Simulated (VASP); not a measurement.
All values below come from vdW-DF2, VASP's PBE PAW potentials (set 64) (plane waves; VASP 6.6.1).

The input files of a VASP run:

**POSCAR**
```
Lu
1
    1.7396623697    -3.0131837010     0.0000000000
    1.7396623697     3.0131837010     0.0000000000
    0.0000000000     0.0000000000     5.4315390880
Lu
2
Direct
  0.3333330000   0.6666670000   0.2500000000
  0.6666670000   0.3333330000   0.7500000000
```

File KPOINTS:
```
Automatic mesh
0
Gamma
  12 12 7
```

### INCAR
```
SYSTEM = Lu
PREC = Accurate
ENCUT = 520
EDIFF = 1E-7
NELM = 100
ALGO = Normal
LREAL = .FALSE.
LASPH = .TRUE.
ISMEAR = 1
SIGMA = 0.1
GGA = ML
ZAB_VDW = -1.8867
LUSE_VDW = .TRUE.
AGGAC = 0.0
LMAXMIX = 6
LWAVE = .FALSE.
LCHARG = .FALSE.
ISIF = 4
IBRION = 2
NSW = 30
EDIFFG = -0.01
```

POTCAR, in this order: Lu_3 (PBE.64 set). Program: vasp_std.

Task: What will the output report for the number of irreducible k-points (NKPTS), largest plane-wave count, number of space-group operations, FFT grid (NGX, NGY, NGZ)?

Result: 
The number of irreducible k-points (NKPTS) comes out as 76 and the largest plane-wave count comes out as 1568. The number of space-group operations is 24 and the FFT grid (NGX, NGY, NGZ) comes out as 28 × 28 × 40.

The compound is Lu in the hcp structure. This cell is one point of a volume scan, at 0.94 of the reference volume. Symmetry was kept, so distortions that lower it aren't found.
